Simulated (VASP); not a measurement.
Data:

```
SnO2
1.0
    4.68302     0.00000     0.00000
    0.00000     4.68302     0.00000
    0.00000     0.00000     3.18218
Sn O
2 4
Cartesian
  0.00000   0.00000   0.00000
  2.34151   2.34151   1.59109
  1.43152   1.43152   0.00000
  3.77303   0.90999   1.59109
  0.90999   3.77303   1.59109
  3.25150   3.25150   0.00000
```

Calculation: LDA (Ceperley-Alder, Perdew-Zunger), VASP's LDA PAW potentials (set 64) (plane waves; VASP). Settings: 620 eV cut-off, 5×5×7 Γ-centred mesh, Gaussian smearing of 0.050 eV, potentials Sn_d O.

Unless said otherwise, spin-orbit coupling is left out, though it shifts the bands of the heavy elements here.

Question: What does the run give for the energy per atom (σ→0), pressure, band gap (on the k-mesh) with the smallest direct gap where there is one?

Answer: 
band gap (on the k-mesh): 1.40 eV
smallest direct gap (on the k-mesh): 1.40 eV
energy per atom (σ→0): -7.044 eV/atom
pressure: 4.96 GPa

The compound is SnO2 in the rutile structure. It was relaxed first under an external pressure of 5 GPa.
